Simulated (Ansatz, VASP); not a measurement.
# Two plane-wave programs on Ta3Au (lda)

```
Ta Au
1.0
     5.13129    0.00000    0.00000
     0.00000    5.13129    0.00000
     0.00000    0.00000    5.13129
Ta Au
6 2
Direct
  0.25000 0.00000 0.50000
  0.50000 0.75000 0.00000
  0.75000 0.00000 0.50000
  0.50000 0.25000 0.00000
  0.00000 0.50000 0.75000
  0.00000 0.50000 0.25000
  0.00000 0.00000 0.00000
  0.50000 0.50000 0.50000
```

Alike in both runs: task relaxation of cell and atoms; functional LDA; k mesh 8 × 8 × 8; occupations gaussian, width 0.1 eV; no spin polarisation.

|  | VASP | Ansatz |
| --- | --- | --- |
| version | VASP 6.6.1 | Ansatz 0.2.0 |
| potentials or method | VASP PAW LDA potentials, release 64 (Ta_pv, Au) | scalar-relativistic, plane waves, PAW |
| plane-wave cutoff (eV) | 600 | 420 |
| valence electrons in the cell | 88 | 116 |

|  | VASP | Ansatz | Ansatz less VASP |
| --- | --- | --- | --- |
| gap on the k mesh at the Fermi level, each at its own relaxed structure (eV) | none | none | - |
| relaxed volume (Å³/atom) | 17.02 | 16.95 | -0.064 |
| relaxed cell length with the largest relative difference (Å) | 5.144 | 5.138 | -0.0065 |

A gap of «none» marks a metal or a gap that the smearing closes. The two sets of potentials don't hold the same shells in valence.

The runs have no spin-orbit coupling, so splittings on Au, Ta are missing.
